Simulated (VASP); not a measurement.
```yaml
crystal:
  lattice:
    - [1.59500, -2.76262, 0.00000]
    - [1.59500, 2.76262, 0.00000]
    - [0.00000, 0.00000, 5.19000]
  atoms:
    - { symbol: Ga, position: [0.66667, 0.33333, 0.50000] }
    - { symbol: Ga, position: [0.33333, 0.66667, 0.00000] }
    - { symbol: N, position: [0.66667, 0.33333, 0.87700] }
    - { symbol: N, position: [0.33333, 0.66667, 0.37700] }
```

Level of theory: PBE GGA, VASP's PBE PAW potentials (set 64) (plane waves; VASP 6.6.1). Numerical set-up: 520 eV cut-off, 7×7×4 Γ-centred mesh, Gaussian smearing of 0.050 eV, potentials Ga_d N.

Question: Estimate the energy per atom (σ→0), pressure.

Answer: 
| Quantity | Value |
|---|---|
| energy per atom (σ→0) | -6.076 eV/atom |
| pressure | 5.14 GPa |

The absolute energy has meaning only against runs of the same code, potentials and settings.

The compound is GaN in the wurtzite structure. The cell was not relaxed at this level.
